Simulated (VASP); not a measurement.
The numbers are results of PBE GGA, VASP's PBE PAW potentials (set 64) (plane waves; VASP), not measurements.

VASP input:

**POSCAR**
```
HfO2
1
    2.9874780000     0.0000000000     0.0000000000
   -1.4937390000     2.5872320000     0.0000000000
    0.0000000000     0.0000000000    16.4289780000
Hf O
1 2
Direct
  0.0000000000   0.0000000000   0.5000000000
  0.3333330000   0.6666670000   0.5739240000
  0.6666670000   0.3333330000   0.4260760000
```

KPOINTS:
```
Automatic mesh
0
Gamma
4 4 1
0 0 0
```

INCAR:
```
ALGO = Normal
EDIFF = 1E-6
ENCUT = 400
GGA = PE
ISIF = 2
ISMEAR = -1
LASPH = .TRUE.
LCHARG = .FALSE.
LMAXMIX = 6
LREAL = .FALSE.
LWAVE = .FALSE.
NELM = 100
PREC = Accurate
SIGMA = 0.136
SYSTEM = HfO2
```

POTCAR, in this order: Hf_pv O (PBE.64 set). Program: vasp_std.

What VASP printed:

File OSZICAR:
```
       N       E                     dE             d eps       ncg     rms          rms(c)
DAV:   1     0.117002772676E+03    0.11700E+03   -0.10840E+04   152   0.993E+02
DAV:   2    -0.227367315238E+02   -0.13974E+03   -0.13860E+03   155   0.253E+02
DAV:   3    -0.330352674738E+02   -0.10299E+02   -0.10278E+02   155   0.732E+01
DAV:   4    -0.331678285111E+02   -0.13256E+00   -0.13240E+00   155   0.896E+00
DAV:   5    -0.331702070800E+02   -0.23786E-02   -0.23784E-02   162   0.109E+00    0.611E+01
DAV:   6    -0.289677101317E+02    0.42025E+01   -0.28626E+01   155   0.367E+01    0.567E+01
DAV:   7    -0.287557591121E+02    0.21195E+00   -0.27076E+00   155   0.123E+01    0.297E+01
DAV:   8    -0.286975767267E+02    0.58182E-01   -0.44718E-01   192   0.503E+00    0.222E+00
DAV:   9    -0.286903334085E+02    0.72433E-02   -0.40867E-02   155   0.157E+00    0.166E+00
DAV:  10    -0.286894040524E+02    0.92936E-03   -0.27683E-03   176   0.441E-01    0.612E-01
DAV:  11    -0.286894705610E+02   -0.66509E-04   -0.11188E-04   169   0.985E-02    0.560E-02
DAV:  12    -0.286893314891E+02    0.13907E-03   -0.42466E-04   155   0.105E-01    0.121E-01
DAV:  13    -0.286893952970E+02   -0.63808E-04   -0.24197E-05   162   0.340E-02    0.581E-02
DAV:  14    -0.286894841857E+02   -0.88889E-04   -0.10745E-04   155   0.461E-02    0.129E-02
DAV:  15    -0.286894983601E+02   -0.14174E-04   -0.30139E-06   176   0.101E-02    0.868E-03
DAV:  16    -0.286896683858E+02   -0.17003E-03   -0.15075E-05   148   0.153E-02    0.461E-03
DAV:  17    -0.286897316956E+02   -0.63310E-04   -0.45882E-06   161   0.849E-03    0.126E-02
DAV:  18    -0.286897707479E+02   -0.39052E-04   -0.28441E-06   153   0.747E-03    0.876E-04
DAV:  19    -0.286897752980E+02   -0.45501E-05   -0.10173E-07   144   0.190E-03    0.795E-04
DAV:  20    -0.286897815520E+02   -0.62540E-05   -0.35235E-07   130   0.242E-03    0.174E-04
DAV:  21    -0.286897823016E+02   -0.74958E-06   -0.21037E-08   144   0.812E-04
   1 F= -.28689782E+02 E0= -.28689778E+02  d E =-.846330E-05
```

### OUTCAR
```
------------------------ aborting loop because EDIFF is reached ----------------------------------------
  FORCE on cell =-STRESS in cart. coord.  units (eV):
  Direction    XX          YY          ZZ          XY          YZ          ZX
  --------------------------------------------------------------------------------------
  Total        5.6177019      5.6177026     -7.5825358      0.0000000      0.0000000     -0.0000000
  in kB       70.8791719     70.8791806    -95.6697008      0.0000000      0.0000000     -0.0000000
  external PRESSURE =      15.3628839 kB  Pullay stress =       0.0000000 kB
  volume of cell :      126.98
      direct lattice vectors                 reciprocal lattice vectors
     2.987478000  0.000000000  0.000000000     0.334730498  0.193256732  0.000000000
    -1.493739000  2.587232000  0.000000000     0.000000000  0.386513463  0.000000000
     0.000000000  0.000000000 16.428978000     0.000000000  0.000000000  0.060868059
 POSITION                                       TOTAL-FORCE (eV/Angst)
 -----------------------------------------------------------------------------------
      0.00000      0.00000      8.21449        -0.000000      0.000000      0.000000
     -0.00000      1.72482      9.42898         0.000000      0.000000     -2.600481
      1.49374      0.86241      6.99999        -0.000000      0.000000      2.600481
 -----------------------------------------------------------------------------------
    total drift:                               -0.000000      0.000000      0.000000
  FREE ENERGIE OF THE ION-ELECTRON SYSTEM (eV)
  ---------------------------------------------------
  free  energy   TOTEN  =       -28.6897823016 eV

  energy  without entropy=      -28.6897738383  energy(sigma->0) =      -28.68977807
```
(Selected blocks of OUTCAR.)

At this cut-off the stress carries a Pulay error, which pulls relaxed volumes low. The cell holds a wide vacuum, so values per volume refer to the whole cell.

The cell is a sheet with vacuum, built from a generated structure.
